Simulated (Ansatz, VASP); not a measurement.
**SnSe in two plane-wave programs**

Aim: how closely do two programs agree when they are given the same cell, functional and k mesh? The cell is taken from a series of runs on this material, whose earlier steps may have relaxed, scaled, displaced or heated it; both programs get it as it stands.

Method: plane waves, with VASP 6.6.1 beside it; dielectric response at PBE, in Ansatz 0.2.0.

### 1. Starting point

The structure is orthorhombic, space group Pnma (No. 62). Conventional cell: a = 11.420 Å, b = 4.190 Å, c = 4.460 Å, α = 90.00°, β = 90.00°, γ = 90.00°. Nearest to Sn lie 5 Se at 2.69 to 3.32 Å. Nearest to Se lie 5 Sn at 2.69 to 3.32 Å. Farther neighbours and most contacts between anions are not listed.

Structure file:

```
Sn Se
1.0
    11.42000    0.00000    0.00000
     0.00000    4.19000    0.00000
     0.00000    0.00000    4.46000
Sn Se
4 4
Direct
  0.87700 0.75000 0.90900
  0.62300 0.25000 0.40900
  0.37700 0.75000 0.59100
  0.12300 0.25000 0.09100
  0.64300 0.75000 0.98400
  0.85700 0.25000 0.48400
  0.14300 0.75000 0.51600
  0.35700 0.25000 0.01600
```

### 2. VASP: dielectric response, PBE

The response to a field tests empty states and converges slowly with the mesh.

Lines of VASP's logs that name or quote its potential files are left out, and so is its time.

The input, INCAR:

```
SYSTEM = SnSe
PREC = Accurate
ENCUT = 400
EDIFF = 1E-08
NELM = 120
ISMEAR = 0
SIGMA = 0.01
LREAL = .FALSE.
ALGO = Normal
GGA = PE
NBANDS = 49
LORBIT = 11
LWAVE = .FALSE.
LCHARG = .FALSE.
ISIF = 2
LEPSILON = .TRUE.
LASPH = .TRUE.
GGA_COMPAT = .FALSE.
EFERMI = MIDGAP
KPAR = 2
```

The input, POSCAR:

```
SnSe
1.0
   11.4200000000      0.0000000000      0.0000000000
    0.0000000000      4.1900000000      0.0000000000
    0.0000000000      0.0000000000      4.4600000000
Sn Se
4 4
Direct
    0.8770000000      0.7500000000      0.9090000000
    0.6230000000      0.2500000000      0.4090000000
    0.3770000000      0.7500000000      0.5910000000
    0.1230000000      0.2500000000      0.0910000000
    0.6430000000      0.7500000000      0.9840000000
    0.8570000000      0.2500000000      0.4840000000
    0.1430000000      0.7500000000      0.5160000000
    0.3570000000      0.2500000000      0.0160000000
```

The input, KPOINTS:

```
Automatic mesh
0
Gamma
2 5 5
0 0 0
```

Potentials, in the order of the species: Sn_d and Se (PBE family, release 64).

Launch:

```console
$ mpirun -np 2 vasp_std
```

Numbers of over 12 decimals in the logs are rounded to 6 here.

Log:

```text
[banner, memory and clock lines left out]
running    2 mpi-ranks, on    1 nodes
 distrk:  each k-point on    1 cores,    2 groups
 distr:  one band on    1 cores,    1 groups

 POSCAR found type information on POSCAR SnSe
 POSCAR found :  2 types and       8 ions
 LDA part: xc-table for (Slater+PW92), standard interpolation
 POSCAR, INCAR and KPOINTS ok, starting setup
 FFT: planning ... GRIDC
 FFT: planning ... GRID_SOFT
 FFT: planning ... GRID
 WAVECAR not read
 entering main loop
       N       E                     dE             d eps       ncg     rms          rms(c)
DAV:   1     0.789910760201E+03    0.78991E+03   -0.31946E+04  1876   0.181E+03
DAV:   2     0.991638118819E+02   -0.69075E+03   -0.66976E+03  1772   0.529E+02
DAV:   3    -0.250710772491E+02   -0.12423E+03   -0.11839E+03  2084   0.189E+02
DAV:   4    -0.331854617687E+02   -0.81144E+01   -0.79701E+01  2061   0.500E+01
DAV:   5    -0.334809821628E+02   -0.29552E+00   -0.29451E+00  2093   0.967E+00    0.658E+00
DAV:   6    -0.327563756618E+02    0.72461E+00   -0.13594E+00  2454   0.568E+00    0.414E+00
DAV:   7    -0.327490392746E+02    0.73364E-02   -0.58854E-01  2239   0.271E+00    0.152E+00
DAV:   8    -0.327456779809E+02    0.33613E-02   -0.62878E-02  2295   0.160E+00    0.344E-01
DAV:   9    -0.327460085986E+02   -0.33062E-03   -0.82122E-03  2190   0.594E-01    0.107E-01
DAV:  10    -0.327460898939E+02   -0.81295E-04   -0.79313E-04  2183   0.143E-01    0.612E-02
DAV:  11    -0.327461572236E+02   -0.67330E-04   -0.29015E-04  2318   0.961E-02    0.224E-02
DAV:  12    -0.327461398601E+02    0.17363E-04   -0.46758E-05  2279   0.377E-02    0.828E-03
DAV:  13    -0.327461402221E+02   -0.36194E-06   -0.87341E-06  2123   0.103E-02    0.207E-03
DAV:  14    -0.327461403447E+02   -0.12261E-06   -0.39801E-07  2264   0.368E-03    0.103E-03
DAV:  15    -0.327461401441E+02    0.20061E-06   -0.66084E-08  1767   0.132E-03    0.269E-04
DAV:  16    -0.327461401374E+02    0.66648E-08   -0.10505E-08  1262   0.494E-04
   1 F= -.32746140E+02 E0= -.32746140E+02  d E =0.000000E+00
 Linear response reoptimize wavefunctions to high precision
DAV:   1    -0.327461401461E+02   -0.86857E-08   -0.22409E-09  1188   0.375E-04
DAV:   2    -0.327461401462E+02   -0.10186E-09   -0.65241E-10  1077   0.182E-04
DAV:   3    -0.327461401463E+02   -0.15098E-09   -0.21734E-10  1067   0.110E-04
 Linear response G [H, r] |phi>, progress :
  Direction:   1
       N       E                     dE             d eps       ncg     rms
RMM:   1    -0.133317175863E+03   -0.13332E+03    0.35746E+03  1899   0.378E+02
RMM:   2    -0.266339771278E+03   -0.13302E+03   -0.25507E+02  3300   0.547E+01
RMM:   3    -0.269688534395E+03   -0.33488E+01   -0.11519E+01  3324   0.135E+01
RMM:   4    -0.269978177330E+03   -0.28964E+00   -0.10086E+00  3605   0.344E+00
RMM:   5    -0.270001447441E+03   -0.23270E-01   -0.14513E-01  3682   0.110E+00
RMM:   6    -0.270004761741E+03   -0.33143E-02   -0.26820E-02  3913   0.379E-01
RMM:   7    -0.270004687481E+03    0.74260E-04    0.38453E-04  4294   0.125E-01
RMM:   8    -0.270004629947E+03    0.57535E-04    0.95620E-03  4539   0.539E-02
RMM:   9    -0.270004527685E+03    0.10226E-03    0.11052E-02  4578   0.302E-02
RMM:  10    -0.270004426982E+03    0.10070E-03    0.80517E-03  4535   0.236E-02
RMM:  11    -0.270004110264E+03    0.31672E-03    0.11863E-02  4457   0.213E-02
RMM:  12    -0.270004000902E+03    0.10936E-03    0.84276E-03  4375   0.207E-02
RMM:  13    -0.270004172068E+03   -0.17117E-03    0.97447E-03  4348   0.206E-02
RMM:  14    -0.270004157505E+03    0.14564E-04    0.48766E-03  4288   0.205E-02
 Linear response G [H, r] |phi>, progress :
  Direction:   2
       N       E                     dE             d eps       ncg     rms
RMM:   1    -0.136563136236E+03   -0.13656E+03    0.31914E+03  1926   0.368E+02
RMM:   2    -0.256016173487E+03   -0.11945E+03   -0.20903E+02  3258   0.519E+01
RMM:   3    -0.257977705101E+03   -0.19615E+01   -0.54442E+00  3289   0.126E+01
RMM:   4    -0.258252077975E+03   -0.27437E+00   -0.75628E-01  3649   0.353E+00
RMM:   5    -0.258270936594E+03   -0.18859E-01   -0.15120E-01  3681   0.111E+00
RMM:   6    -0.258272601262E+03   -0.16647E-02   -0.20627E-02  3835   0.381E-01
RMM:   7    -0.258272477722E+03    0.12354E-03    0.24175E-03  4347   0.145E-01
RMM:   8    -0.258273176991E+03   -0.69927E-03   -0.78989E-04  4490   0.612E-02
RMM:   9    -0.258273221510E+03   -0.44519E-04   -0.15863E-04  4510   0.369E-02
RMM:  10    -0.258273213623E+03    0.78873E-05   -0.45636E-04  4430   0.283E-02
RMM:  11    -0.258273208833E+03    0.47899E-05   -0.12325E-03  4373   0.256E-02
RMM:  12    -0.258273192290E+03    0.16543E-04   -0.20216E-03  4319   0.247E-02
RMM:  13    -0.258273204923E+03   -0.12634E-04   -0.11381E-03  4278   0.245E-02
RMM:  14    -0.258273190392E+03    0.14531E-04   -0.79182E-04  4261   0.244E-02
 Linear response G [H, r] |phi>, progress :
  Direction:   3
       N       E                     dE             d eps       ncg     rms
[...]
RMM:   1    -0.379668775377E+01   -0.37967E+01    0.86669E+00  2169   0.125E+01
RMM:   2    -0.136001252023E+02   -0.98034E+01   -0.21789E+00  3275   0.297E+00
RMM:   3    -0.136782447389E+02   -0.78120E-01   -0.16412E-01  3403   0.689E-01
RMM:   4    -0.136822464682E+02   -0.40017E-02   -0.17333E-02  3445   0.202E-01
[...]
RMM:   3    -0.140825386110E+02   -0.85565E-01   -0.96094E-02  3373   0.685E-01
RMM:   4    -0.140852740369E+02   -0.27354E-02   -0.12446E-02  3393   0.213E-01
RMM:   5    -0.140858808171E+02   -0.60678E-03   -0.43672E-03  3497   0.815E-02
RMM:   6    -0.140860002807E+02   -0.11946E-03   -0.82527E-04  3506   0.285E-02
RMM:   7    -0.140860068246E+02   -0.65439E-05   -0.17266E-05  3542   0.881E-03
RMM:   8    -0.140860081781E+02   -0.13536E-05    0.45575E-05  3587   0.354E-03
RMM:   9    -0.140860082464E+02   -0.68283E-07    0.15099E-05  3848   0.159E-03
RMM:  10    -0.140860082682E+02   -0.21763E-07   -0.29506E-06  3672   0.999E-04
RMM:  11    -0.140860083812E+02   -0.11299E-06   -0.33549E-06  3563   0.777E-04
RMM:  12    -0.140860082973E+02    0.83838E-07   -0.39545E-06  3418   0.656E-04
RMM:  13    -0.140860083181E+02   -0.20751E-07   -0.68027E-06  3375   0.609E-04
RMM:  14    -0.140860083228E+02   -0.47258E-08    0.71960E-06  3288   0.604E-04
RMM:  15    -0.140860082880E+02    0.34847E-07   -0.28800E-06  3337   0.599E-04
 change of polarisation eV/A/(eV/A) component  3 :    -0.000    10.048    28.172
 dielectric tensor                  component  3 :    -0.000     8.519    24.887
 Linear response to external field, progress :
  Direction:   1
       N       E                     dE             d eps       ncg     rms          rms(c)
RMM:   1    -0.379668775377E+01   -0.37967E+01    0.86669E+00  2169   0.125E+01
RMM:   2    -0.136000326442E+02   -0.98033E+01   -0.21779E+00  3268   0.297E+00    0.503E+00
RMM:   3    -0.131449696710E+02    0.45506E+00   -0.98669E-01  3361   0.259E+00    0.260E+00
RMM:   4    -0.134484535017E+02   -0.30348E+00   -0.69242E-01  3338   0.240E+00    0.834E-01
RMM:   5    -0.136394277694E+02   -0.19097E+00   -0.40856E-02  3347   0.820E-01    0.266E-01
RMM:   6    -0.137047188699E+02   -0.65291E-01   -0.78780E-03  3449   0.222E-01    0.107E-01
RMM:   7    -0.137163703369E+02   -0.11651E-01   -0.61334E-04  3421   0.117E-01    0.304E-02
RMM:   8    -0.137186309854E+02   -0.22606E-02    0.16424E-04  3416   0.424E-02    0.161E-02
RMM:   9    -0.137199901011E+02   -0.13591E-02   -0.15811E-05  3494   0.150E-02    0.731E-03
RMM:  10    -0.137207245189E+02   -0.73442E-03   -0.15823E-04  3485   0.840E-03    0.174E-03
RMM:  11    -0.137206747141E+02    0.49805E-04   -0.85753E-06  3554   0.312E-03    0.149E-03
RMM:  12    -0.137206850262E+02   -0.10312E-04   -0.10032E-05  3657   0.144E-03    0.111E-03
RMM:  13    -0.137206136984E+02    0.71328E-04    0.33896E-05  3598   0.923E-04    0.333E-04
RMM:  14    -0.137206180767E+02   -0.43783E-05   -0.31837E-05  3595   0.714E-04    0.649E-05
RMM:  15    -0.137206105040E+02    0.75727E-05    0.60782E-05  3138   0.609E-04    0.327E-05
RMM:  16    -0.137206161677E+02   -0.56637E-05   -0.42295E-05  2753   0.586E-04    0.101E-05
RMM:  17    -0.137206109200E+02    0.52477E-05    0.55460E-05  2383   0.573E-04    0.377E-06
 change of polarisation eV/A/(eV/A) component  1 :    25.849    -0.000     0.000
 dielectric tensor                  component  1 :    22.917    -0.000     0.000
 Linear response to external field, progress :
  Direction:   2
       N       E                     dE             d eps       ncg     rms          rms(c)
RMM:   1    -0.474541109455E+01   -0.47454E+01   -0.51359E+00  2179   0.120E+01
RMM:   2    -0.127160693594E+02   -0.79707E+01   -0.15080E+00  3269   0.285E+00    0.507E+00
RMM:   3    -0.124762439338E+02    0.23983E+00   -0.31639E-01  3195   0.254E+00    0.280E+00
RMM:   4    -0.129353975228E+02   -0.45915E+00   -0.47757E-01  3191   0.287E+00    0.706E-01
RMM:   5    -0.131097095662E+02   -0.17431E+00   -0.35132E-02  3363   0.898E-01    0.104E-01
RMM:   6    -0.131140084550E+02   -0.42989E-02   -0.64962E-03  3419   0.302E-01    0.622E-02
RMM:   7    -0.131123824810E+02    0.16260E-02   -0.10238E-03  3278   0.105E-01    0.216E-02
RMM:   8    -0.131187829740E+02   -0.64005E-02   -0.24673E-04  3488   0.461E-02    0.794E-03
RMM:   9    -0.131179457274E+02    0.83725E-03   -0.52107E-05  3421   0.168E-02    0.363E-03
RMM:  10    -0.131179984274E+02   -0.52700E-04   -0.62420E-06  3539   0.698E-03    0.209E-03
RMM:  11    -0.131178460403E+02    0.15239E-03   -0.24708E-05  3486   0.270E-03    0.735E-04
RMM:  12    -0.131177803964E+02    0.65644E-04    0.24072E-06  3680   0.127E-03    0.127E-04
RMM:  13    -0.131177758375E+02    0.45590E-05    0.11398E-05  3596   0.739E-04    0.798E-05
RMM:  14    -0.131177733704E+02    0.24671E-05   -0.95086E-07  3210   0.558E-04    0.244E-05
RMM:  15    -0.131177725019E+02    0.86851E-06    0.48652E-07  2535   0.512E-04    0.724E-06
 change of polarisation eV/A/(eV/A) component  2 :    -0.000    24.487     9.799
 dielectric tensor                  component  2 :    -0.000    21.763     8.308
 Linear response to external field, progress :
  Direction:   3
       N       E                     dE             d eps       ncg     rms          rms(c)
RMM:   1    -0.429680378124E+01   -0.42968E+01    0.12422E+00  2172   0.124E+01
RMM:   2    -0.139969188018E+02   -0.97001E+01   -0.15611E+00  3275   0.301E+00    0.525E+00
RMM:   3    -0.135424936191E+02    0.45443E+00   -0.75435E-01  3344   0.317E+00    0.268E+00
RMM:   4    -0.138294326496E+02   -0.28694E+00   -0.20632E-01  3342   0.249E+00    0.101E+00
RMM:   5    -0.140868186871E+02   -0.25739E+00   -0.36907E-02  3400   0.798E-01    0.327E-01
RMM:   6    -0.141518955667E+02   -0.65077E-01    0.31294E-03  3436   0.216E-01    0.100E-01
RMM:   7    -0.141672642542E+02   -0.15369E-01    0.28423E-03  3395   0.934E-02    0.329E-02
RMM:   8    -0.141730588193E+02   -0.57946E-02   -0.41996E-03  3276   0.389E-02    0.128E-02
RMM:   9    -0.141729349421E+02    0.12388E-03    0.37937E-04  3537   0.147E-02    0.507E-03
RMM:  10    -0.141737757871E+02   -0.84084E-03   -0.80214E-04  3421   0.594E-03    0.271E-03
RMM:  11    -0.141734479128E+02    0.32787E-03    0.86178E-05  3498   0.218E-03    0.100E-03
RMM:  12    -0.141734190776E+02    0.28835E-04    0.56618E-06  3509   0.114E-03    0.314E-04
RMM:  13    -0.141733876419E+02    0.31436E-04    0.85445E-05  3664   0.770E-04    0.621E-05
RMM:  14    -0.141733867798E+02    0.86210E-06    0.63976E-05  3362   0.613E-04    0.191E-05
RMM:  15    -0.141733864523E+02    0.32751E-06    0.51805E-05  2956   0.576E-04    0.875E-06
 change of polarisation eV/A/(eV/A) component  3 :    -0.000     9.602    26.700
 dielectric tensor                  component  3 :    -0.000     8.141    23.639
 Born effective charges drift removed
```

OUTCAR, selected parts (step 2):

```text
ion  position               nearest neighbor table
   1  0.877  0.750  0.909-   5 2.69   6 2.83   6 2.83   4 3.60   4 3.60
   2  0.623  0.250  0.409-   6 2.69   5 2.83   5 2.83   3 3.60   3 3.60
   3  0.377  0.750  0.591-   7 2.69   8 2.83   8 2.83   2 3.60   2 3.60
   4  0.123  0.250  0.091-   8 2.69   7 2.83   7 2.83   1 3.60   1 3.60
   5  0.643  0.750  0.984-   1 2.69   2 2.83   2 2.83
   6  0.857  0.250  0.484-   2 2.69   1 2.83   1 2.83
   7  0.143  0.750  0.516-   3 2.69   4 2.83   4 2.83
   8  0.357  0.250  0.016-   4 2.69   3 2.83   3 2.83

  LATTYP: Found a simple orthorhombic cell.
 ALAT       =     4.1900000000
 B/A-ratio  =     1.0644391408
 C/A-ratio  =     2.7255369928

 Subroutine GETGRP returns: Found  8 space group operations
 (whereof  2 operations were pure point group operations)

The static configuration has the point symmetry S_2 .
 The point group associated with its full space group is D_2h.

 Found     18 irreducible k-points:

   k-points           NKPTS =     18   k-points in BZ     NKDIM =     18   number of bands    NBANDS=     49

   dimension x,y,z NGX =    80 NGY =   28 NGZ =   30
   dimension x,y,z NGXF=   160 NGYF=   56 NGZF=   60

   ENCUT  =  400.0 eV  29.40 Ry    5.42 a.u.  18.62  6.83  7.27*2*pi/ulx,y,z

   NELECT =      80.0000    total number of electrons

 k-points in reciprocal lattice and weights: Automatic mesh
   0.00000000  0.00000000  0.00000000       0.020
   0.50000000  0.00000000  0.00000000       0.020
   0.00000000  0.20000000  0.00000000       0.040
   0.50000000  0.20000000  0.00000000       0.040
   0.00000000  0.40000000  0.00000000       0.040
   0.50000000  0.40000000  0.00000000       0.040
   0.00000000  0.00000000  0.20000000       0.040
   0.50000000  0.00000000  0.20000000       0.040
   0.00000000  0.20000000  0.20000000       0.080
[...]
0.00000000  0.40000000  0.40000000       0.080
   0.50000000  0.40000000  0.40000000       0.080

 average (electrostatic) potential at core
       1-101.4815       2-101.4815       3-101.4815       4-101.4815       5 -52.6478
       6 -52.6478       7 -52.6478       8 -52.6478

  Total        5.6998373      2.1411509      1.8223906      0.0000000     -0.0000000      0.0000000
  in kB       42.7915535     16.0746996     13.6816055      0.0000000     -0.0000000      0.0000000
  external PRESSURE =      24.1826196 kB  Pullay stress =       0.0000000 kB

  energy-cutoff  :      400.00
  volume of cell :      213.41
      direct lattice vectors                 reciprocal lattice vectors
    11.420000000  0.000000000  0.000000000     0.087565674  0.000000000  0.000000000
     0.000000000  4.190000000  0.000000000     0.000000000  0.238663484  0.000000000
     0.000000000  0.000000000  4.460000000     0.000000000  0.000000000  0.224215247

 POSITION                                       TOTAL-FORCE (eV/Angst)
 -----------------------------------------------------------------------------------
     10.01534      3.14250      4.05414         0.314189      0.000000     -0.018867
      7.11466      1.04750      1.82414        -0.314189     -0.000000     -0.018867
      4.30534      3.14250      2.63586         0.314189     -0.000000      0.018867
      1.40466      1.04750      0.40586        -0.314189     -0.000000      0.018867
      7.34306      3.14250      4.38864        -0.241902      0.000000      0.034485
      9.78694      1.04750      2.15864         0.241902      0.000000      0.034485
      1.63306      3.14250      2.30136        -0.241902     -0.000000     -0.034485
      4.07694      1.04750      0.07136         0.241902      0.000000     -0.034485
 -----------------------------------------------------------------------------------
    total drift:                               -0.000000      0.000000     -0.000000

 MACROSCOPIC STATIC DIELECTRIC TENSOR (including local field effects in DFT)
 ------------------------------------------------------
          22.917419     0.000000     0.000000
           0.000000    21.762517     0.000000
           0.000000     0.000000    23.639401
 ------------------------------------------------------

 PIEZOELECTRIC TENSOR (including local field effects)  for field in x, y, z        (C/m^2)
          XX          YY          ZZ          XY          YZ          ZX
  --------------------------------------------------------------------------------
  x     0.00000     0.00000     0.00000     0.00000     0.00000     0.00000
  y     0.00000     0.00000     0.00000     0.00000     0.00000     0.00000
  z     0.00000     0.00000     0.00000     0.00000     0.00000     0.00000

 BORN EFFECTIVE CHARGES (including local field effects) (in |e|, cummulative output)
 ---------------------------------------------------------------------------------
 ion    1
    1     3.77879     0.00000     0.13502
    2     0.00000     4.30888     0.00000
    3    -0.64171     0.00000     3.63577
 ion    2
    1     3.77879     0.00000    -0.13502
    2     0.00000     4.30888     0.00000
    3     0.64171     0.00000     3.63577
 ion    3
    1     3.77879     0.00000    -0.13502
    2     0.00000     4.30888     0.00000
    3     0.64171     0.00000     3.63577
 ion    4
    1     3.77879     0.00000     0.13502
    2     0.00000     4.30888     0.00000
    3    -0.64171     0.00000     3.63577
 ion    5
    1    -3.77879     0.00000     0.75267
    2     0.00000    -4.30888     0.00000
    3     0.47399     0.00000    -3.63577
 ion    6
    1    -3.77879     0.00000    -0.75267
    2     0.00000    -4.30888     0.00000
    3    -0.47399     0.00000    -3.63577
 ion    7
    1    -3.77879     0.00000    -0.75267
    2     0.00000    -4.30888     0.00000
    3    -0.47399     0.00000    -3.63577
 ion    8
    1    -3.77879     0.00000     0.75267
    2     0.00000    -4.30888     0.00000
    3     0.47399     0.00000    -3.63577
```

The dielectric response converges more slowly with the mesh than energies do, so tensor and charges may still move on a finer one.

[end of part 1 of 2]

[Lines on the potential files, build, host, timing and source positions are cut from VASP's logs without a mark.]

[Logs are printed without paths, hosts, clocks, repeated set-up lines and the standing remarks that a program may print on its own settings, such as how far it seeks lower states.]

[Hosts, paths, dates, database ids (printed as entryN), source tags and the programs' standing remarks are cut or masked in the printed files.]
